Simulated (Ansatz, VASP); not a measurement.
# TiC in two plane-wave programs

Wanted: the spread between two codes on one cell, functional and k mesh. The cell is taken from a series of runs on this material, whose earlier steps may have relaxed, scaled, displaced or heated it; both programs get it as it stands.

Main program and level: Ansatz 0.2.0; plane waves, with VASP 6.6.1 beside it; single point at LDA.

## 1. Set-up

The structure is cubic, space group Fm-3m (No. 225). Conventional cell: a = 4.174 Å, b = 4.174 Å, c = 4.174 Å, α = 90.00°, β = 90.00°, γ = 90.00°. Nearest to C lie 6 Ti at 2.09 Å. Ti has 6 C at 2.09 Å nearest. Farther neighbours are not listed.

As a file:

```xyz
2
Lattice="0.0000 2.0869 2.0869 2.0869 0.0000 2.0869 2.0869 2.0869 0.0000" Properties=species:S:1:pos:R:3 pbc="T T T"
C     2.0869    2.0869    2.0869
Ti    0.0000    0.0000    0.0000
```

## 2. VASP: single point, LDA, pair 1

A single point gives forces, pressure and levels at one fixed geometry, so differences don't come from the geometry; what else differs is listed under the comparison.

Lines of VASP's logs that name or quote its potential files are left out, and so is its time.

File INCAR:

```
SYSTEM = TiC
PREC = Accurate
ENCUT = 600
EDIFF = 1E-06
NELM = 120
ISMEAR = 1
SIGMA = 0.2
LREAL = .FALSE.
ALGO = Normal
GGA = PW92
NBANDS = 14
LASPH = .TRUE.
LORBIT = 11
LWAVE = .FALSE.
LCHARG = .FALSE.
ISIF = 2
GGA_COMPAT = .FALSE.
```

File POSCAR:

```
TiC
1.0
    0.0000000000      2.0869233516      2.0869233516
    2.0869233516      0.0000000000      2.0869233516
    2.0869233516      2.0869233516      0.0000000000
C Ti
1 1
Direct
    0.5000000000      0.5000000000      0.5000000000
    0.0000000000      0.0000000000      0.0000000000
```

File KPOINTS:

```
Automatic mesh
0
Gamma
16 16 16
0 0 0
```

PAW data sets: C and Ti_sv (LDA family, release 64).

The run is started by

```bash
mpirun -np 1 vasp_std
```

Numbers of over 12 decimals in the logs are rounded to 6 here.

What it wrote:

```text
[banner, memory and clock lines left out]
running    1 mpi-ranks, on    1 nodes
 distrk:  each k-point on    1 cores,    1 groups
 distr:  one band on    1 cores,    1 groups

 POSCAR found type information on POSCAR C Ti
 POSCAR found :  2 types and       2 ions
|                                                                             |
|               ----> ADVICE to this user running VASP <----                  |
|                                                                             |
|     You enforced a specific xc type in the INCAR file but a different       |
|     [... a line on the potential file left out ...]
|     I HOPE YOU KNOW WHAT YOU ARE DOING!                                     |
|                                                                             |

 LDA part: xc-table for (Slater(with rela. corr.)+PW92), standard interpolation
 POSCAR, INCAR and KPOINTS ok, starting setup
 FFT: planning ... GRIDC
 FFT: planning ... GRID_SOFT
 FFT: planning ... GRID
 WAVECAR not read
 entering main loop
       N       E                     dE             d eps       ncg     rms          rms(c)
DAV:   1     0.126395939825E+03    0.12640E+03   -0.88745E+03  4060   0.154E+03
DAV:   2    -0.171365918780E+02   -0.14353E+03   -0.13481E+03  4318   0.378E+02
DAV:   3    -0.253951801357E+02   -0.82586E+01   -0.80781E+01  5336   0.866E+01
DAV:   4    -0.257264874515E+02   -0.33131E+00   -0.33108E+00  5050   0.160E+01
DAV:   5    -0.257349755189E+02   -0.84881E-02   -0.84877E-02  5394   0.225E+00    0.204E+01
DAV:   6    -0.209396204861E+02    0.47954E+01   -0.12227E+01  5804   0.610E+01    0.663E+00
DAV:   7    -0.204888021723E+02    0.45082E+00   -0.19601E+00  4928   0.213E+01    0.593E+00
DAV:   8    -0.204644567733E+02    0.24345E-01   -0.11540E-01  4638   0.424E+00    0.296E+00
DAV:   9    -0.204673495885E+02   -0.28928E-02   -0.67909E-02  5184   0.253E+00    0.753E-01
DAV:  10    -0.204664225583E+02    0.92703E-03   -0.81989E-03  5304   0.121E+00    0.571E-01
DAV:  11    -0.204654934967E+02    0.92906E-03   -0.31555E-03  4414   0.836E-01    0.727E-02
DAV:  12    -0.204654693682E+02    0.24129E-04   -0.26221E-04  4516   0.243E-01    0.126E-02
DAV:  13    -0.204654618310E+02    0.75372E-05   -0.25327E-05  5288   0.724E-02    0.754E-03
DAV:  14    -0.204654615442E+02    0.28680E-06   -0.77505E-07  2978   0.108E-02
   1 F= -.20465462E+02 E0= -.20465404E+02  d E =-.172613E-03
```

OUTCAR, selected parts (step 2):

```text
ion  position               nearest neighbor table
   1  0.500  0.500  0.500-   2 2.09   2 2.09   2 2.09   2 2.09   2 2.09   2 2.09
   2  0.000  0.000  0.000-   1 2.09   1 2.09   1 2.09   1 2.09   1 2.09   1 2.09

  LATTYP: Found a face centered cubic cell.
 ALAT       =     4.1738467032

 Subroutine GETGRP returns: Found 48 space group operations
 (whereof 48 operations were pure point group operations)

The static configuration has the point symmetry O_h .

 Found    145 irreducible k-points:

   k-points           NKPTS =    145   k-points in BZ     NKDIM =    145   number of bands    NBANDS=     14

   dimension x,y,z NGX =    24 NGY =   24 NGZ =   24
   dimension x,y,z NGXF=    48 NGYF=   48 NGZF=   48

   ENCUT  =  600.0 eV  44.10 Ry    6.64 a.u.   5.89  5.89  5.89*2*pi/ulx,y,z

   NELECT =      16.0000    total number of electrons

 k-points in reciprocal lattice and weights: Automatic mesh
   0.00000000  0.00000000  0.00000000       0.000
   0.06250000  0.00000000  0.00000000       0.002
   0.12500000  0.00000000  0.00000000       0.002
   0.18750000  0.00000000  0.00000000       0.002
   0.25000000  0.00000000  0.00000000       0.002
   0.31250000  0.00000000  0.00000000       0.002
   0.37500000  0.00000000  0.00000000       0.002
   0.43750000  0.00000000  0.00000000       0.002
   0.50000000  0.00000000  0.00000000       0.001
[...]
-0.31250000  0.50000000  0.18750000       0.003
  -0.25000000  0.50000000  0.25000000       0.001

 average (electrostatic) potential at core
       1 -47.3434       2 -69.4382

 E-fermi :  10.5947

 k-point     1 :       0.0000    0.0000    0.0000
  band No.  band energies     occupation
      1     -44.9726      2.00000
      2     -21.2996      2.00000
      3     -21.2996      2.00000
      4     -21.2996      2.00000
      5      -2.1011      2.00000
      6      11.2629     -0.00002
      7      11.2629     -0.00002
      8      11.2629     -0.00002
      9      12.4358     -0.00000
     10      12.4358     -0.00000
    ...

 k-point     2 :       0.0625    0.0000    0.0000
  band No.  band energies     occupation
      1     -44.9678      2.00000
      2     -21.3305      2.00000
      3     -21.3023      2.00000
      4     -21.3023      2.00000
      5      -1.9982      2.00000
      6      10.7908     -0.04588
      7      11.0681     -0.00412
      8      11.0681     -0.00412
      9      11.7043     -0.00000
     10      11.7043     -0.00000
    ...

 k-point     3 :       0.1250    0.0000    0.0000
  band No.  band energies     occupation
    ...
      4     -21.3100      2.00000
      5      -1.6969      2.00000
      6       9.8622      2.00000
      7      10.2433      2.03226
      8      10.2433      2.03226
      9      11.7685     -0.00000
     10      11.7685     -0.00000
     11      13.1067     -0.00000
     12      14.8360      0.00000
     13      14.8360      0.00000
    ...

  Total        2.2678325      2.2678325      2.2678325      0.0000000      0.0000000      0.0000000
  in kB      199.8812533    199.8812533    199.8812533      0.0000000      0.0000000      0.0000000
  external PRESSURE =     199.8812533 kB  Pullay stress =       0.0000000 kB

  energy-cutoff  :      600.00
  volume of cell :       18.18
      direct lattice vectors                 reciprocal lattice vectors
     0.000000000  2.086923352  2.086923352    -0.239587141  0.239587141  0.239587141
     2.086923352  0.000000000  2.086923352     0.239587141 -0.239587141  0.239587141
     2.086923352  2.086923352  0.000000000     0.239587141  0.239587141 -0.239587141

 POSITION                                       TOTAL-FORCE (eV/Angst)
 -----------------------------------------------------------------------------------
      2.08692      2.08692      2.08692        -0.000000     -0.000000     -0.000000
      0.00000      0.00000      0.00000         0.000000      0.000000      0.000000
 -----------------------------------------------------------------------------------
    total drift:                                0.000000     -0.000000     -0.000000

  FREE ENERGIE OF THE ION-ELECTRON SYSTEM (eV)
  ---------------------------------------------------
  free  energy   TOTEN  =       -20.4654615442 eV

  energy  without entropy=      -20.4652889313  energy(sigma->0) =      -20.46540401

 total charge
# of ion       s       p       d       tot
------------------------------------------
    1        0.902   1.567   0.000   2.469
    2        2.228   6.313   2.132  10.673
--------------------------------------------------
tot          3.129   7.881   2.132  13.142

[... 3 further parts left out ...]
```

The run ends at a pressure of 19.99 GPa.

## 3. Ansatz: single point, LDA, pair 1

Ansatz runs on its PAW soft_1 files.

The same cell, functional (in two slightly different forms), mesh and smearing now go to Ansatz, which takes its cutoff from its data sets.

File input.yaml:

```yaml
crystal:
  lattice:
    - [0.0, 2.0869233516, 2.0869233516]
    - [2.0869233516, 0.0, 2.0869233516]
    - [2.0869233516, 2.0869233516, 0.0]
  atoms:
    - { symbol: C, position: [0.5, 0.5, 0.5] }
    - { symbol: Ti, position: [0.0, 0.0, 0.0] }
kpoints:
  mp_grid: { grid: [16, 16, 16] }
hamiltonian:
  xc: lda
  pseudopotentials: { kind: paw, azcp: { folder: soft_1 }, xc_functional: pbe }
scf:
  occupations: { method: methfessel_paxton, width: 0.2 }
output:
  forces: true
  stress: true
  eigenvalues: true
```

The run is started by

```bash
ansatz run input.yaml --threads 4 --pin off --max-ram 10240MiB --backend cpu --events-out ev --progress --plain --runs-dir out
```

What it wrote:

```text
Engine: ansatz 0.2.0, x86_64-unknown-linux-gnu
Pseudopotentials: kind: paw
Pseudopotential: C, paw, valence charge 4, recommended cutoff 420 eV (normal), soft_1/C.paw.azcp
Pseudopotential: Ti, paw, valence charge 12, recommended cutoff 420 eV (normal), soft_1/Ti.paw.azcp
Functional definition: SPW92
  exchange = slater_x
  correlation = pw_c
Crystal: 2 atoms, lattice volume = 18.178 Å³
Basis set: ecut = 420 eV, 339 PW (Γ)
Bands: 12, of which v1, the nominal top of the filled ones, is band 8 counted from 1 (7 counted from 0)
Symmetry: 48 space group operations
Space group: Fm-3m (ITA 225), of the structure as read, at distance tolerance 2.6e-5 Å
k-points: 145 of 4096
Non-local potential: C, projectors of the file, l = 0: 2, l = 1: 2, l = 2: 1
Non-local potential: Ti, projectors of the file, l = 0: 3, l = 1: 2, l = 2: 3, l = 3: 1
PAW form: soft (Blöchl's): semilocal exchange-correlation on the pseudo side does not see the compensation charge
PAW frozen core: C, regenerated for the run's functional, and the local potential with it (the file was generated under x = pbe(κ = 0.804, μ = 0.219515), c = pbe(β = 0.066725))
PAW frozen core: Ti, regenerated for the run's functional, and the local potential with it (the file was generated under x = pbe(κ = 0.804, μ = 0.219515), c = pbe(β = 0.066725))
PAW one-centre angular grid: C, 110 points (default); XC on 64 Gauss nodes
PAW one-centre angular grid: Ti, 590 points (default); XC on 64 Gauss nodes
Initial density: superposition of atomic densities (chi_scale 0.1, normalization cell, long waves kept (reshape's long-wave potential 0.00 eV rms))
Initial wavefunctions: pseudopotential atomic-orbital guess
Functional: x = slater, c = lda
SCF iter   1: F=—  HF=-2696.212259 eV  |F-HF|=—  |Δ(HF+E_count)|=         —  Δρ=1.51e-1  dr2=5.15e0  ethr=3.10e-3  ⟨swp⟩=4.4  Hψ=8591  notcnv=0
preconditioner: auto → none  [metal: Δε(μ)=0.118 eV  Ē_g=20.682 eV  σ=0.200 eV  W_gap=0.47  n_scr=8 (ndim 8)  ℏωp=32.6 eV  f_vac=0.000  D(μ)=0.23/eV (n_scr^D=0)  sad-step TF]
SCF iter   2: F=—  HF=-2695.657636 eV  |F-HF|=—  |Δ(HF+E_count)|=   5.55e-1  S|Δr|=    0.00e0  Δρ=1.05e-1  dr2=2.53e0  ethr=3.10e-3  ⟨swp⟩=2.0  Hψ=3365  notcnv=0
SCF iter   3: F=—  HF=-2695.123682 eV  |F-HF|=—  |Δ(HF+E_count)|=   5.34e-1  S|Δr|=    0.00e0  Δρ=1.12e-2  dr2=1.41e-2  ethr=3.10e-3  ⟨swp⟩=2.7  Hψ=3533  notcnv=0
SCF iter   4: F=—  HF=-2695.118247 eV  |F-HF|=—  |Δ(HF+E_count)|=   5.43e-3  S|Δr|=    0.00e0  Δρ=1.49e-3  dr2=1.00e-4  ethr=8.78e-5  ⟨swp⟩=2.4  Hψ=4232  notcnv=0
SCF iter   5: F=—  HF=-2695.118471 eV  |F-HF|=—  |Δ(HF+E_count)|=   2.23e-4  S|Δr|=    0.00e0  Δρ=3.12e-4  dr2=1.10e-5  ethr=6.27e-7  ⟨swp⟩=2.8  Hψ=2392  notcnv=0
SCF iter   6: F=—  HF=-2695.118469 eV  |F-HF|=—  |Δ(HF+E_count)|=   1.97e-6  S|Δr|=    0.00e0  Δρ=1.40e-5  dr2=2.04e-8  ethr=6.25e-10  ⟨swp⟩=3.3  Hψ=7728  notcnv=0
SCF iter   7: F=-2695.118469 eV  HF=-2695.118469 eV  |F-HF|=9.96e-11  |Δ(HF+E_count)|=   2.95e-9  S|Δr|=    0.00e0  Δρ=8.11e-7  dr2=1.31e-10  ethr=1.28e-10  ⟨swp⟩=2.0  Hψ=5369  notcnv=0
SCF 1 converged in 7 iterations: F = -2695.118469 eV  dr2 = 1.31e-10
  greatest PAW one-centre occupation: 0.998 electrons in one spin orbital (limit 2), on the Ti atom at site 1 (counted from 0), in its partial waves of l = 0
SCF converged after 7 iterations
Stability not checked: this state was not tested for a lower state beside it, because cold or Methfessel-Paxton smearing, or corrected tetrahedra, fill the levels in a way that the test cannot read (fill_not_monotonic; see scf.lower_state_search)
Free energy (F): -2695.118469 eV
Harris-Foulkes:  -2695.118469 eV  (|F-HF|=9.96e-11)
Internal energy: -2695.118285 eV  (E = F + TS)
E sigma→0 (E₀):  -2695.118423 eV
Entropy (-TS):   -0.000184 eV (-0.092 meV/atom)
Fermi energy:    16.287420 eV
--- Per-component energies (eV) ---
  E_band       = -81.595068
  E_kinetic    = 372.842980
  E_local      = -767.520973  (includes V_loc(G=0)·N_el)
  E_nonlocal   = 89.501384
  E_hartree    = 306.959816
  E_xc         = -165.266962
  E_vxc        = -207.309591  (∫ρ·V_xc dr)
  E_paw        = -1086.154149  (= ΣΔE_a)
  E_vpaw       = -183.028201  (= ΣTr[D̂ρ^β])
  E_aug_tail   = -0.000082  (compensation charges beyond the density's cutoff)
  E_ewald      = -1445.869082
  E_core_change = 0.388783  (= ΣΔE_core)
  E_smearing   = -0.000184  (= −TS)
  E_closure    = 0.000000  (closes the sum)
  Σ components = -2695.118469   (vs F -2695.118469, Δ=0.00e0)
--- Forces (eV/Å), atoms counted from 1 ---
  atom   1  C      0.00000000    -0.00000000    -0.00000000
  atom   2  Ti    -0.00000000     0.00000000    -0.00000000
  max |Σ_I F_I| component: 2.04e-30 eV/Å
--- Stress (GPa, compression-positive) ---
       19.749009       0.000000       0.000000
        0.000000      19.749009       0.000000
       -0.000000       0.000000      19.749009
  P = ⅓ Tr σ = 19.7490 GPa (197.490 kbar)
--- Band table (eV; the first three rows and the last of 145) ---
  k-point 0: bands = [... 4 lower, 3.5853, 16.9605, 16.9605, 16.9605, 18.1337, 18.1337, 18.1337, 18.2600]
  k-point 1: bands = [... 4 lower, 3.6881, 16.4865, 16.7653, 16.7653, 17.4048, 17.4048, 18.4100, 19.3360]
  k-point 2: bands = [... 4 lower, 3.9889, 15.5553, 15.9388, 15.9388, 17.4686, 17.4686, 18.8081, 20.5409]
  k-point 144: bands = [... 4 lower, 6.6679, 12.9785, 12.9785, 13.3323, 19.4474, 19.4474, 20.3571, 22.3454]
```

In the SCF lines HF is the Harris–Foulkes energy and dr2 the Hartree energy of the density residual, in eV; the loop may stop once dr2 is under the threshold and the program's other checks hold. Hψ counts applications of the Hamiltonian.

The run ends at a pressure of 19.75 GPa.

## 4. Differences

Known differences besides the potentials themselves: the cutoff is 420 eV in Ansatz and 600 eV in VASP; VASP's log shows a relativistic correction to its local exchange, Ansatz's none. Total energies have different zeros and are not compared.

Compared:

| quantity | Ansatz | VASP | difference |
| --- | --- | --- | --- |
| pressure (GPa) | 19.75 | 19.99 | -0.24 |

## 5. VASP: single point, LDA, pair 2

With cell and atoms fixed, the geometry can't cause a difference; cores, projectors, grids and the points listed under the comparison can. The cell compared in this pair holds 17.79 Å³, against 18.18 Å³ for the pair before.

INCAR is that of step 2.

File POSCAR:

```
TiC
1.0
    0.0000000000      2.0720162474      2.0720162474
    2.0720162474      0.0000000000      2.0720162474
    2.0720162474      2.0720162474      0.0000000000
C Ti
1 1
Direct
    0.5000000000      0.5000000000      0.5000000000
    0.0000000000      0.0000000000      0.0000000000
```

KPOINTS is that of step 2.

The run is started by

```bash
mpirun -np 1 vasp_std
```

What it wrote:

```text
[banner, memory and clock lines left out]
running    1 mpi-ranks, on    1 nodes
[...]
[... a notice as in an earlier step ...]

 LDA part: xc-table for (Slater(with rela. corr.)+PW92), standard interpolation
 POSCAR, INCAR and KPOINTS ok, starting setup
[...]
entering main loop
       N       E                     dE             d eps       ncg     rms          rms(c)
DAV:   1     0.126385732279E+03    0.12639E+03   -0.89840E+03  4068   0.155E+03
DAV:   2    -0.170930725835E+02   -0.14348E+03   -0.13510E+03  4270   0.374E+02
DAV:   3    -0.252831505392E+02   -0.81901E+01   -0.79981E+01  5324   0.861E+01
DAV:   4    -0.256075910752E+02   -0.32444E+00   -0.32422E+00  5144   0.155E+01
[...]
DAV:  12    -0.204072304885E+02    0.30291E-04   -0.19146E-04  4612   0.213E-01    0.177E-02
DAV:  13    -0.204072226236E+02    0.78649E-05   -0.25458E-05  5006   0.739E-02    0.691E-03
DAV:  14    -0.204072223428E+02    0.28084E-06   -0.87844E-07  3168   0.135E-02
   1 F= -.20407222E+02 E0= -.20407178E+02  d E =-.134523E-03
```

OUTCAR, selected parts (step 5):

```text
  Total        3.1110159      3.1110159      3.1110159      0.0000000      0.0000000      0.0000000
  in kB      280.1582070    280.1582070    280.1582070      0.0000000      0.0000000      0.0000000
  external PRESSURE =     280.1582070 kB  Pullay stress =       0.0000000 kB

 POSITION                                       TOTAL-FORCE (eV/Angst)
 -----------------------------------------------------------------------------------
      2.07202      2.07202      2.07202         0.000000      0.000000      0.000000
      0.00000      0.00000      0.00000        -0.000000     -0.000000     -0.000000
 -----------------------------------------------------------------------------------
    total drift:                                0.000000     -0.000000     -0.000000

  FREE ENERGIE OF THE ION-ELECTRON SYSTEM (eV)
  ---------------------------------------------------
  free  energy   TOTEN  =       -20.4072223428 eV

  energy  without entropy=      -20.4070878201  energy(sigma->0) =      -20.40717750

[... 1 part as in an earlier step ...]

[... 2 further parts left out ...]
[key lines of the parts left out:]
E-fermi :  10.8753
```

The run ends at a pressure of 28.02 GPa.

[end of part 1 of 2]

[Lines on the potential files, build, host, timing and source positions are cut from VASP's logs without a mark.]

[Logs are printed without paths, hosts, clocks, repeated set-up lines and the standing remarks that a program may print on its own settings, such as how far it seeks lower states.]

[Hosts, paths, dates, database ids (printed as entryN), source tags and the programs' standing remarks are cut or masked in the printed files.]
